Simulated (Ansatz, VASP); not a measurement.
# Cross-check of Si (Silicon) between VASP and Ansatz, part 2 of 2

Aim: how closely do two programs agree when they are given the same cell, functional and k mesh? The cell is taken from a series of VASP runs on this material, whose earlier steps may have relaxed, scaled or displaced it; both programs get it as it stands.

VASP 6.6.1 and Ansatz 0.2.0.

So far: The structure; VASP: band structure, HSE06.

## 3. Ansatz: band structure, HSE06

Level of this step: Ansatz beside VASP: Kohn-Sham DFT, plane waves, HSE06 (Ansatz).

Ansatz runs on its default PAW (the set named soft_2) files.

The same cell, functional, mesh and smearing now go to Ansatz, which takes its cutoff from its data sets.

Contents of input.yaml:

```yaml
crystal:
  lattice:
    - [0.0, 2.71548, 2.71548]
    - [2.71548, 0.0, 2.71548]
    - [2.71548, 2.71548, 0.0]
  atoms:
    - { symbol: Si, position: [0.75, 0.75, 0.75] }
    - { symbol: Si, position: [0.5, 0.5, 0.5] }
hamiltonian:
  xc: { exchange: pbe, correlation: pbe, exx: { coeff: 0.25, omega: 0.2 } }
  pseudopotentials: { kind: paw }
kpoints:
  mp_grid: { grid: [5, 5, 5] }
  band_path:
    path:
      - [0.0, 0.0, 0.0]
      - [0.44444, 0.0, 0.44444]
      - [0.5, 0.0, 0.5]
      - [0.5, 0.22222, 0.72222]
      - [0.40278, 0.34722, 0.75]
      - [0.125, 0.125, 0.25]
      - [0.27778, 0.27778, 0.27778]
      - [0.55556, 0.38889, 0.55556]
      - [0.58333, 0.25, 0.66667]
      - [0.5, 0.30556, 0.69444]
      - [0.48611, 0.48611, 0.52778]
      - [0.625, 0.25, 0.625]
      - [0.5, 0.0, 0.5]
    npoints: 1
scf:
  occupations: { method: gaussian, width: 0.03 }
  n_extra_bands: 7
output:
  forces: true
  stress: true
  eigenvalues: true
```

The run is started by

```console
$ ansatz run input.yaml --threads 4 --pin off --max-ram 9216MiB --backend cpu --events-out ev --progress --plain --runs-dir out
```

Numbers of over 12 decimals in the logs are rounded to 6 here.

What it wrote:

```text
Warning: output.stress: scf.convergence.dr2_threshold = 1e-7 eV (the SCF's general default) is looser than the 2e-10 eV advised for a printed stress (1e-10 eV for each atom of the cell: 2). What an SCF threshold leaves in a stress goes as its square root, and in the free energy as the threshold itself, and one threshold admits the most on a small cell: [figures from the program's tests cut] Set scf.convergence.dr2_threshold to 2e-10 eV or tighter. The threshold is an SCF's pass mark: one that does not reach it within its budget of iterations ends unconverged, or closes short of it on a stop that the run arms, and scf.convergence.dr2_threshold's page says what that costs each kind of run
Warning: output.stress: scf.exx.energy_threshold = 1e-6 eV is looser than the 2e-8 eV advised for a stress under a hybrid functional (1e-8 eV for each atom of the cell: 2). Every SCF of the exchange loop can meet its threshold on dr2 while the loop round them stops early: no threshold on dr2 bounds what that leaves in the stress. Set scf.exx.energy_threshold to 2e-8 eV or tighter. The threshold is the loop's pass mark: a loop that does not reach it within its budget of cycles ends unconverged, and scf.exx.energy_threshold's page has the law
scf.n_extra_bands = 7 over 4 filled bands (N_el = 8.0): the run solves 11 bands
Engine: ansatz 0.2.0, x86_64-unknown-linux-gnu
Pseudopotentials: kind: paw
Pseudopotential: Si, paw, valence charge 4, recommended cutoff 420 eV (normal), Si.paw.azcp
Functional definition: unnamed
  parameter a_1 = 0.25
  parameter omega_1 = 0.2/angstrom
  exchange = pbe_x + (-a_1)*pbe_x_sr(omega_1) + a_1*exact_x_sr(omega_1)
  correlation = pbe_c
Crystal: 2 atoms, lattice volume = 40.047 Å³
Basis set: ecut = 420 eV, 749 PW (Γ), exchange–correlation on 54×54×54 points (8 copies of the dense FFT grid, shifted against one another)
Bands: 11, of which v1, the nominal top of the filled ones, is band 4 counted from 1 (3 counted from 0)
Symmetry: 48 space group operations
Space group: Fd-3m (ITA 227), of the structure as read, at distance tolerance 3.4e-5 Å
k-points: 10 of 125
Non-local potential: Si, projectors of the file, l = 0: 2, l = 1: 2, l = 2: 2
PAW form: soft (Blöchl's): semilocal exchange-correlation on the pseudo side does not see the compensation charge
PAW frozen core: Si, regenerated for the run's functional, and the local potential with it (the file was generated under x = pbe(κ = 0.804, μ = 0.219515), c = pbe(β = 0.066725))
PAW one-centre angular grid: Si, 110 points (default); XC on 64 Gauss nodes
Initial density: superposition of atomic densities (neutral atoms: chi_scale 0, normalization atom), corrected by the library's trained network
Initial wavefunctions: pseudopotential atomic-orbital guess
Functional: x = pbe(κ = 0.804, μ = 0.219515), c = pbe(β = 0.066725), warm-up for x = pbe(κ = 0.804, μ = 0.219515) + 0.25 (exact − pbe) at short range (hse, ω = 0.2 Å⁻¹), c = pbe(β = 0.066725)
SCF iter   1: F=—  HF=-1271.543065 eV  |F-HF|=—  |Δ(HF+E_count)|=         —  Δρ=6.84e-4  dr2=1.55e-4  ethr=1.77e-3  ⟨swp⟩=7.8  Hψ=556  notcnv=0
preconditioner: auto → none  [insulator: Δε(μ)=0.573 eV  Ē_g=11.848 eV  σ=0.030 eV  W_gap=1.00  n_scr=8 (ndim 8)  ℏωp=16.6 eV  f_vac=0.000  D(μ)=0.00/eV (n_scr^D=0)]
SCF iter   2: F=-1271.543213 eV  HF=-1271.543171 eV  |F-HF|=4.19e-5  |Δ(HF+E_count)|=   1.06e-4  Δρ=3.29e-4  dr2=2.61e-5  ethr=1.94e-6  ⟨swp⟩=4.1  Hψ=254  notcnv=0  defer=4
SCF 1 stopped early in 2 iterations: F = -1271.543213 eV  dr2 = 2.61e-5
  greatest PAW one-centre occupation: 0.631 electrons in one spin orbital (limit 2), on the Si atom at site 1 (counted from 0), in its partial waves of l = 0
Initial density: handed on by an earlier stage of this run
Initial wavefunctions: those handed on with the density
Functional: x = pbe(κ = 0.804, μ = 0.219515) + 0.25 (exact − pbe) at short range (hse, ω = 0.2 Å⁻¹), c = pbe(β = 0.066725)
Exchange kernel: α = 0.2500, screened, ω = 0.2000 Å⁻¹, Wigner–Seitz truncation, v(0) = 1124.1388 eV·Å³, q-mesh 5×5×5, nearest image of the exchange supercell L = 19.20 Å, pair-density grid 20×20×20, without the augmentation charges, whose exchange is taken in its separable form by FFT convolution over the k-point mesh (sized by the pseudopotential files, 24×24×24 at the most), smooth part of the exact exchange by density-matrix convolution
Frozen-core exchange: fock
SCF iter   1: F=—  HF=-1272.533129 eV  |F-HF|=—  |Δ(HF+E_count)|=         —  Δρ=3.04e-3  dr2=2.68e-3  ethr=3.26e-6  ⟨swp⟩=6.5  Hψ=525  notcnv=0
preconditioner: auto → none  [insulator: Δε(μ)=1.122 eV  Ē_g=13.377 eV  σ=0.030 eV  W_gap=1.00  n_scr=8 (ndim 8)  ℏωp=16.6 eV  f_vac=0.000  D(μ)=0.00/eV (n_scr^D=0)]
SCF iter   2: F=—  HF=-1272.532075 eV  |F-HF|=—  |Δ(HF+E_count)|=   1.05e-3  Δρ=1.40e-3  dr2=7.93e-4  ethr=3.26e-6  ⟨swp⟩=3.0  Hψ=191  notcnv=0
SCF iter   3: F=—  HF=-1272.534219 eV  |F-HF|=—  |Δ(HF+E_count)|=   2.14e-3  Δρ=4.04e-4  dr2=5.62e-5  ethr=3.26e-6  ⟨swp⟩=3.2  Hψ=195  notcnv=0
iter 4 solved again at ethr=3.81e-9 eV; its pass at ethr=5.22e-7 eV (dr2=3.05e-7 eV) is discarded
SCF iter   4: F=—  HF=-1272.534205 eV  |F-HF|=—  |Δ(HF+E_count)|=   1.46e-5  Δρ=3.78e-5  dr2=4.52e-6  ethr=3.81e-9  ⟨swp⟩=3.8  Hψ=428  notcnv=0
eigensolver tolerance schedule: the retry pair's looser diagonalisation over-reported the residual by 0.27 of it (diagonalisation noise at 0.27 of the residual, at the tolerance the schedule requests for it); recorded, not acted on — ethr = c·dr2/N_el stays at c = 1.0e-1
SCF iter   5: F=-1272.534232 eV  HF=-1272.534233 eV  |F-HF|=5.41e-7  |Δ(HF+E_count)|=   2.79e-5  Δρ=5.68e-5  dr2=1.22e-6  ethr=3.00e-9  ⟨swp⟩=4.2  Hψ=243  notcnv=0
SCF 2 stopped early in 5 iterations: F = -1272.534232 eV  dr2 = 1.22e-6
  greatest PAW one-centre occupation: 0.635 electrons in one spin orbital (limit 2), on the Si atom at site 1 (counted from 0), in its partial waves of l = 0
hybrid outer 1: dexx = +2.789e-3 eV, tail = 3.55e-6 eV
Exchange kernel: α = 0.2500, screened, ω = 0.2000 Å⁻¹, Wigner–Seitz truncation, v(0) = 1124.1388 eV·Å³, q-mesh 5×5×5, nearest image of the exchange supercell L = 19.20 Å, pair-density grid 20×20×20, without the augmentation charges, whose exchange is taken in its separable form by FFT convolution over the k-point mesh (sized by the pseudopotential files, 24×24×24 at the most), smooth part of the exact exchange by density-matrix convolution
Frozen-core exchange: fock
SCF iter   1: F=—  HF=-1272.534228 eV  |F-HF|=—  |Δ(HF+E_count)|=         —  Δρ=1.36e-5  dr2=3.75e-8  ethr=2.22e-7  ⟨swp⟩=3.6  Hψ=246  notcnv=0
preconditioner: auto → none  [insulator: Δε(μ)=1.167 eV  Ē_g=13.386 eV  σ=0.030 eV  W_gap=1.00  n_scr=8 (ndim 8)  ℏωp=16.6 eV  f_vac=0.000  D(μ)=0.00/eV (n_scr^D=0)]
SCF iter   2: F=-1272.534228 eV  HF=-1272.534228 eV  |F-HF|=1.08e-9  |Δ(HF+E_count)|=   1.35e-8  Δρ=6.97e-6  dr2=7.43e-9  ethr=4.45e-10  ⟨swp⟩=3.9  Hψ=205  notcnv=0
SCF 3 converged in 2 iterations: F = -1272.534228 eV  dr2 = 7.43e-9
  Residual-converged pass: ⟨swp⟩=2.9  Hψ=171  notcnv=0  max |occ|·‖R‖ = 2.4e-6 eV (tolerance 2.4e-6 eV)  dr2=7.45e-9  dr2_onsite=2.14e-10  max |Δocc| = 1.5e-173
hybrid outer 2: dexx = +2.077e-8 eV, tail = 1.56e-8 eV, Δε = 7.16e-4 eV (about 7.81e-5 eV left of the loop's levels)
NSCF: frozen V_eff on 13 k-points
hybrid SCF converged: 2 outer / 7 inner (+2 warm-up), last move |dexx| = 2.08e-8 eV, tail = 1.56e-8 eV
Stability not checked: this state was not tested for a lower state beside it, because the functional holds exact exchange (a hybrid, or Hartree-Fock), whose exchange loop this test does not read (fock_operator; see scf.lower_state_search)
Free energy (F): -1272.534228 eV
Frozen-core exchange: fock
Harris-Foulkes:  -1272.534228 eV  (|F-HF|=1.08e-9)
Internal energy: -1272.534228 eV  (E = F + TS)
E sigma→0 (E₀):  -1272.534228 eV
Fermi energy:    6.468756 eV
--- Per-component energies (eV) ---
  E_band       = 2.486385
  E_kinetic    = 81.175681
  E_local      = -53.931991  (includes V_loc(G=0)·N_el)
  E_nonlocal   = 50.640417
  E_hartree    = 15.048789
  E_xc         = -89.879952
  E_vxc        = -76.328131  (∫ρ·V_xc dr)
  E_exx        = -11.311337  (= α·E_x^exact, valence–valence)
  E_paw        = -1035.636636  (= ΣΔE_a)
  E_vpaw       = -6.544350  (= ΣTr[D̂ρ^β])
  E_aug_tail   = 0.000012  (compensation charges beyond the density's cutoff)
  E_ewald      = -228.520872
  E_core_change = -0.118339  (= ΣΔE_core)
  E_smearing   = -0.000000  (= −TS)
  E_closure    = 0.000000  (closes the sum)
  Σ components = -1272.534228   (vs F -1272.534228, Δ=0.00e0)
--- Forces (eV/Å), atoms counted from 1 ---
  atom   1  Si     0.00000000    -0.00000000     0.00000000
  atom   2  Si     0.00000000     0.00000000     0.00000000
  max |Σ_I F_I| component: 4.63e-17 eV/Å
--- Stress (GPa, compression-positive) ---
        0.662975       0.000000       0.000000
       -0.000000       0.662975       0.000000
        0.000000       0.000000       0.662975
  P = ⅓ Tr σ = 0.6630 GPa (6.630 kbar)
--- Band table (eV; the first three rows and the last of 10) ---
  k-point 0: bands = [-7.4006, 5.8854, 5.8854, 5.8854, 9.2256, 9.2256, 9.2256, 10.2382, ... 3 higher]
  k-point 1: bands = [-6.8269, 2.6292, 5.2707, 5.2707, 8.8781, 10.0777, 10.0777, 12.9952, ... 3 higher]
  k-point 2: bands = [-5.3111, -1.0427, 4.6548, 4.6548, 8.2393, 10.1192, 10.1192, 14.6478, ... 3 higher]
  k-point 9: bands = [-3.8912, -1.3700, 1.5481, 2.6406, 10.0636, 10.4115, 11.2565, 14.7910, ... 3 higher]
```

It took 7.8 s on 4 threads of Intel Xeon 6975P-C (Granite Rapids), shared host; peak memory 0.59 GiB; 27 s of CPU time.

## 4. Comparison

Known differences besides the potentials themselves: exact exchange at q = 0 is treated differently, which shows on coarse meshes; VASP keeps PBE cores, Ansatz makes them for the functional; the cutoff is 420 eV in Ansatz and 350 eV in VASP; VASP takes a coarser grid for exact exchange (PRECFOCK = Fast). Total energies have different zeros and are not compared.

The two programs side by side:

| quantity | Ansatz | VASP | difference |
| --- | --- | --- | --- |
| gap over the path points (eV) | 1.170 | 1.183 | -0.013 |

Levels at points of the path, from each program's valence-band top (eV; 4 filled, then empty):

| k (reciprocal lattice) | Ansatz | VASP |
| --- | --- | --- |
| 0.000 0.000 0.000 | -13.29 0.00 0.00 0.00 3.34 3.34 3.34 | -13.29 0.00 0.00 0.00 3.35 3.35 3.35 |
| 0.444 0.000 0.444 | -9.59 -7.67 -3.08 -3.08 1.17 1.60 10.64 | -9.59 -7.67 -3.08 -3.08 1.18 1.61 10.66 |
| 0.500 0.000 0.500 | -8.66 -8.66 -3.14 -3.14 1.31 1.31 11.51 | -8.67 -8.67 -3.14 -3.14 1.32 1.32 11.52 |
| 0.500 0.222 0.722 | -8.49 -8.49 -4.17 -4.17 4.68 4.68 6.39 | -8.49 -8.49 -4.16 -4.16 4.70 4.70 6.41 |
| 0.403 0.347 0.750 | -9.10 -8.02 -4.67 -2.83 2.11 4.97 8.10 | -9.10 -8.02 -4.67 -2.83 2.12 4.99 8.11 |
| 0.125 0.125 0.250 | -12.69 -2.90 -1.72 -0.31 3.90 3.96 4.11 | -12.69 -2.90 -1.72 -0.31 3.91 3.97 4.12 |
| 0.278 0.278 0.278 | -12.20 -4.84 -0.92 -0.92 2.69 4.37 4.37 | -12.20 -4.84 -0.91 -0.91 2.69 4.38 4.38 |
| 0.556 0.389 0.556 | -10.33 -7.56 -3.17 -1.82 2.84 4.91 5.36 | -10.34 -7.56 -3.17 -1.82 2.86 4.92 5.37 |
| 0.583 0.250 0.667 | -9.06 -8.04 -4.64 -3.02 2.41 5.00 7.74 | -9.06 -8.04 -4.63 -3.02 2.42 5.01 7.76 |
| 0.500 0.306 0.694 | -9.28 -7.77 -4.51 -3.44 4.36 4.77 6.44 | -9.28 -7.77 -4.51 -3.43 4.38 4.78 6.46 |

Among the levels compared at these points, filled levels agree within 6 meV and empty ones within 18 meV.

## 5. Summary of results

* difference in gap over the path points (band structure, HSE06): -0.013 eV

What this shows: The difference in gap over the path points is -0.013 eV (band structure, HSE06), within the 0.08 eV picked in this series as the mark of a large difference. How closely two codes agree says nothing of how well the functional describes the real material.

[Lines on the potential files, build, host, timing and source positions are cut from VASP's logs without a mark.]

[Logs are printed without paths, hosts, clocks, repeated set-up lines and the standing remarks that a program may print on its own settings, such as how far it seeks lower states.]

[Hosts, paths, dates, database ids (printed as entryN), source tags and the programs' standing remarks are cut or masked in the printed files.]
